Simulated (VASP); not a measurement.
Data:

```
CELL_PARAMETERS angstrom
      3.59287     0.00000     0.00000
     -1.79644     3.11152     0.00000
      0.00000     0.00000    16.92031
ATOMIC_POSITIONS crystal
  Ta 0.00000 0.00000 0.50000
  S  0.33333 0.66667 0.58630
  S  0.66667 0.33333 0.41370
```

All values below come from PBE GGA, VASP's PBE PAW potentials (set 64) (plane waves; VASP 6.6.1). Run with 300 eV cut-off, 6×6×1 Γ-centred mesh, Fermi-Dirac smearing of 0.050 eV, potentials Ta_pv S.

The cell holds a wide vacuum, so values per volume refer to the whole cell.

Problem. Give the energies of bands 6 to 14 at the high-symmetry points, in eV from the Fermi level.

Solution. 
```
band      Γ      M      K
----  -----  -----  -----
6     -5.69  -6.33  -5.31
7     -4.24  -4.55  -4.99
8     -4.24  -4.02  -4.99
9     -2.33  -3.94  -3.46
10    -1.34  -2.78  -3.46
11    -1.34  -2.46  -3.29
12    -0.20  -0.77   0.59
13    -0.20   1.50   1.37
14     0.62   1.76   1.37
```

It has no gap at this level: it comes out as a metal or semimetal.

The cell is a sheet with vacuum, built from a generated structure.
